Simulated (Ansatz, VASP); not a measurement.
## Two plane-wave programs on BiIr

```
CELL_PARAMETERS angstrom
0.00000 3.03804 3.03804
3.03804 0.00000 3.03804
3.03804 3.03804 0.00000
ATOMIC_POSITIONS crystal
Ir 0.00000 0.00000 0.00000
Bi 0.25000 0.25000 0.25000
```

Alike in both runs: task single point; functional r2SCAN; k mesh 10 × 10 × 10; occupations gaussian, width 0.05 eV; no spin polarisation.

|  | VASP | Ansatz |
| --- | --- | --- |
| version | VASP 6.6.1 | Ansatz 0.2.0 |
| potentials or method | VASP PAW PBE potentials, release 64 (Ir, Bi_d) | scalar-relativistic, plane waves, PAW |
| plane-wave cutoff (eV) | 520 | 500 |
| valence electrons in the cell | 24 | 32 |

|  | VASP | Ansatz | Ansatz less VASP |
| --- | --- | --- | --- |
| gap on the k mesh at the Fermi level (eV) | none | none | - |
| pressure (GPa) | 0.4 | 0.0 | -0.35 |

A gap of «none» marks a metal or a gap that the smearing closes. With one functional, cell and mesh, what is left measures potentials, basis and numerics. The two sets of potentials don't hold the same shells in valence.

Caveats: the PAW data sets were made with another functional, which shifts forces and pressure a little (VASP); spin-orbit coupling is left out, which moves the levels of the heavy elements.
